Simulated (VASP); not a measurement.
These are PBEsol GGA, VASP's PBE PAW potentials (set 64) (plane waves; VASP) values and carry that method's errors.

A VASP calculation is set up with these files.

File KPOINTS:
```
Automatic mesh
0
G
 4 4 4
0 0 0
```

File POSCAR:
```
Li2SiS3
1.0
  5.7855345798  -3.3634108210   0.0000000000
  5.7855345798   3.3634108210   0.0000000000
  0.0000000000   0.0000000000   5.9091722974
Li Si S
4 2 6
direct
  0.1801869680   0.4893540352   0.0071273708
  0.8198130320   0.5106459648   0.5071273708
  0.5106459648   0.8198130320   0.0071273708
  0.4893540352   0.1801869680   0.5071273708
  0.8348654227   0.1651345773   0.9976591271
  0.1651345773   0.8348654227   0.4976591271
  0.1558029824   0.5388546915   0.4098741020
  0.8441970176   0.4611453085   0.9098741020
  0.4611453085   0.8441970176   0.4098741020
  0.5388546915   0.1558029824   0.9098741020
  0.8587843634   0.1412156366   0.3731379272
  0.1412156366   0.8587843634   0.8731379272
```

**INCAR**
```
SYSTEM = Li2SiS3
PREC = Accurate
ENCUT = 520
EDIFF = 1E-6
NELM = 100
ALGO = Normal
LREAL = .FALSE.
LASPH = .TRUE.
ISMEAR = 0
SIGMA = 0.05
GGA = PS
LWAVE = .FALSE.
LCHARG = .FALSE.
IBRION = 2
ISIF = 3
NSW = 60
EDIFFG = -0.02
```

POTCAR, in this order: Li_sv Si S (PBE.64 set). Program: vasp_std.

The run wrote:

### OSZICAR
```
       N       E                     dE             d eps       ncg     rms          rms(c)
DAV:   1     0.364426520983E+03    0.36443E+03   -0.23459E+04  1470   0.149E+03
DAV:   2    -0.147797365042E+02   -0.37921E+03   -0.36631E+03  1903   0.313E+02
DAV:   3    -0.557491624244E+02   -0.40969E+02   -0.40838E+02  2117   0.937E+01
DAV:   4    -0.599332253136E+02   -0.41841E+01   -0.41737E+01  2732   0.279E+01
DAV:   5    -0.604850902386E+02   -0.55186E+00   -0.55182E+00  2201   0.651E+00    0.151E+01
DAV:   6    -0.586715796313E+02    0.18135E+01   -0.35254E+00  1774   0.787E+00    0.113E+01
DAV:   7    -0.585177054353E+02    0.15387E+00   -0.17877E+00  1964   0.506E+00    0.416E+00
DAV:   8    -0.585012475349E+02    0.16458E-01   -0.29054E-01  1766   0.233E+00    0.135E+00
DAV:   9    -0.585022817135E+02   -0.10342E-02   -0.39699E-02  1828   0.938E-01    0.400E-01
DAV:  10    -0.585031483777E+02   -0.86666E-03   -0.32557E-03  2393   0.259E-01    0.261E-01
DAV:  11    -0.585038394528E+02   -0.69108E-03   -0.10002E-03  1684   0.154E-01    0.620E-02
DAV:  12    -0.585038378867E+02    0.15661E-05   -0.16256E-04  2033   0.538E-02    0.448E-02
DAV:  13    -0.585038591963E+02   -0.21310E-04   -0.76490E-05  2052   0.376E-02    0.162E-02
DAV:  14    -0.585038627202E+02   -0.35240E-05   -0.86522E-06  1924   0.139E-02    0.145E-02
DAV:  15    -0.585038638115E+02   -0.10913E-05   -0.15482E-06  1172   0.643E-03    0.932E-03
DAV:  16    -0.585038640698E+02   -0.25822E-06   -0.23474E-06  1444   0.607E-03
   1 F= -.58503864E+02 E0= -.58503864E+02  d E =-.585039E+02
       N       E                     dE             d eps       ncg     rms          rms(c)
DAV:   1    -0.585046920204E+02   -0.82821E-03   -0.28382E-02  1533   0.746E-01    0.162E-01
DAV:   2    -0.585044101960E+02    0.28182E-03   -0.20487E-03  1683   0.216E-01    0.773E-02
DAV:   3    -0.585043281871E+02    0.82009E-04   -0.23537E-04  2070   0.652E-02    0.441E-02
DAV:   4    -0.585043095456E+02    0.18642E-04   -0.50901E-05  2028   0.303E-02    0.224E-02
DAV:   5    -0.585043062239E+02    0.33217E-05   -0.39816E-06  1569   0.105E-02    0.927E-03
DAV:   6    -0.585043049249E+02    0.12990E-05   -0.11704E-06   944   0.565E-03    0.284E-03
DAV:   7    -0.585043046916E+02    0.23328E-06   -0.25661E-07   885   0.309E-03
   2 F= -.58504305E+02 E0= -.58504305E+02  d E =-.440622E-03
       N       E                     dE             d eps       ncg     rms          rms(c)
DAV:   1    -0.585051994219E+02   -0.89450E-03   -0.49853E-02  1494   0.988E-01    0.214E-01
DAV:   2    -0.585046996351E+02    0.49979E-03   -0.35863E-03  1691   0.285E-01    0.102E-01
DAV:   3    -0.585045552079E+02    0.14443E-03   -0.41263E-04  2062   0.863E-02    0.584E-02
DAV:   4    -0.585045236382E+02    0.31570E-04   -0.89862E-05  2044   0.401E-02    0.297E-02
DAV:   5    -0.585045187591E+02    0.48791E-05   -0.72731E-06  1916   0.140E-02    0.124E-02
DAV:   6    -0.585045169475E+02    0.18116E-05   -0.19939E-06  1077   0.713E-03    0.388E-03
DAV:   7    -0.585045166188E+02    0.32879E-06   -0.41350E-07   867   0.386E-03
   3 F= -.58504517E+02 E0= -.58504517E+02  d E =-.652549E-03
       N       E                     dE             d eps       ncg     rms          rms(c)
DAV:   1    -0.585045653846E+02   -0.48437E-04   -0.28166E-02  1491   0.758E-01    0.132E-01
DAV:   2    -0.585047027278E+02   -0.13734E-03   -0.19624E-03  1889   0.204E-01    0.409E-02
DAV:   3    -0.585046840358E+02    0.18692E-04   -0.69230E-05  2164   0.423E-02    0.286E-02
DAV:   4    -0.585046776856E+02    0.63502E-05   -0.33911E-05  1841   0.247E-02    0.130E-02
DAV:   5    -0.585046774701E+02    0.21544E-06   -0.40834E-06  1701   0.947E-03
   4 F= -.58504677E+02 E0= -.58504677E+02  d E =-.160851E-03
```

### OUTCAR
```
------------------------ aborting loop because EDIFF is reached ----------------------------------------
  FORCE on cell =-STRESS in cart. coord.  units (eV):
  Direction    XX          YY          ZZ          XY          YZ          ZX
  --------------------------------------------------------------------------------------
  Total       -0.0264338      0.0207426     -0.0397028      0.0000000      0.0000000      0.0000000
  in kB       -0.1834036      0.1439168     -0.2754669      0.0000000      0.0000000      0.0000000
  external PRESSURE =      -0.1049846 kB  Pullay stress =       0.0000000 kB
  volume of cell :      230.92
      direct lattice vectors                 reciprocal lattice vectors
     5.790310519 -3.370457884  0.000000000     0.086351155 -0.148347796  0.000000000
     5.790310519  3.370457884  0.000000000     0.086351155  0.148347796  0.000000000
     0.000000000  0.000000000  5.916178634     0.000000000  0.000000000  0.169028027
 POSITION                                       TOTAL-FORCE (eV/Angst)
 -----------------------------------------------------------------------------------
      3.87685      1.04228      0.04138         0.002258     -0.006784     -0.002595
      7.70377     -1.04228      2.99947        -0.002258      0.006784     -0.002595
      7.70377      1.04228      0.04138        -0.002258     -0.006784     -0.002595
      3.87685     -1.04228      2.99947         0.002258      0.006784     -0.002595
      5.79031     -2.26022      5.90501         0.000000      0.005343     -0.008518
      5.79031      2.26022      2.94692         0.000000     -0.005343     -0.008518
      4.02467      1.29560      2.42549         0.004707      0.006933      0.004549
      7.55595     -1.29560      5.38358        -0.004707     -0.006933      0.004549
      7.55595      1.29560      2.42549        -0.004707      0.006933      0.004549
      4.02467     -1.29560      5.38358         0.004707     -0.006933      0.004549
      5.79031     -2.42224      2.20524         0.000000      0.010886      0.004610
      5.79031      2.42224      5.16333         0.000000     -0.010886      0.004610
 -----------------------------------------------------------------------------------
    total drift:                               -0.000001     -0.000000     -0.001046
  FREE ENERGIE OF THE ION-ELECTRON SYSTEM (eV)
  ---------------------------------------------------
  free  energy   TOTEN  =       -58.5046774701 eV

  energy  without entropy=      -58.5046774701  energy(sigma->0) =      -58.50467747

 reached required accuracy - stopping structural energy minimisation
```
(Selected blocks of OUTCAR.)

File CONTCAR:
```
Li2SiS3
   1.00000000000000
     5.7903105193584548   -3.3704578839979362    0.0000000000000000
     5.7903105193584548    3.3704578839979362    0.0000000000000000
     0.0000000000000000    0.0000000000000000    5.9161786339818931
  Li              Si              S
     4     2     6
Direct
     0.1801507919765335    0.4893907491672787    0.0069941681375049
     0.8198492080234665    0.5106092508327212    0.5069941681375050
     0.5106092508327212    0.8198492080234665    0.0069941681375049
     0.4893907491672787    0.1801507919765335    0.5069941681375050
     0.8352992541343265    0.1647007458656735    0.9981126070856108
     0.1647007458656735    0.8352992541343265    0.4981126070856108
     0.1553357123414069    0.5397343359435530    0.4099755549671238
     0.8446642876585930    0.4602656640564470    0.9099755549671238
     0.4602656640564470    0.8446642876585930    0.4099755549671238
     0.5397343359435530    0.1553357123414069    0.9099755549671238
     0.8593345558416262    0.1406654441583738    0.3727479466051358
     0.1406654441583738    0.8593345558416262    0.8727479466051358
```

The structure comes from a computed database's Li2SiS3 entry (Cmc2_1); how it stands against other phases isn't given here. This run relaxes it. Symmetry was kept, so distortions that lower it aren't found. The start is the result of an earlier pass.
